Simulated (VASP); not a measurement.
Here is the system:

```yaml
crystal:
  lattice:
    - [0.00000, 2.80618, 2.80618]
    - [2.80618, 0.00000, 2.80618]
    - [2.80618, 2.80618, 0.00000]
  atoms:
    - { symbol: Be, position: [0.00000, 0.00000, 0.00000] }
    - { symbol: Te, position: [0.25000, 0.25000, 0.25000] }
```

These are PBEsol GGA, VASP's PBE PAW potentials (set 64) (plane waves; VASP 6.6.1) values and carry that method's errors. Run with 480 eV cut-off, 8×8×8 Γ-centred mesh, Gaussian smearing of 0.050 eV, potentials Be Te.

Unless said otherwise, spin-orbit coupling is left out, though it shifts the bands of the heavy elements here.

Q: Estimate the energy per atom (σ→0), band gap (on the k-mesh) with the smallest direct gap where there is one.

A: 
The band gap (on the k-mesh) is 1.83 eV and the smallest direct gap (on the k-mesh) is 3.59 eV. The energy per atom (σ→0) comes out as -4.108 eV/atom.

The absolute energy has meaning only against runs of the same code, potentials and settings.

The compound is BeTe in the zinc blende structure. It was relaxed first.
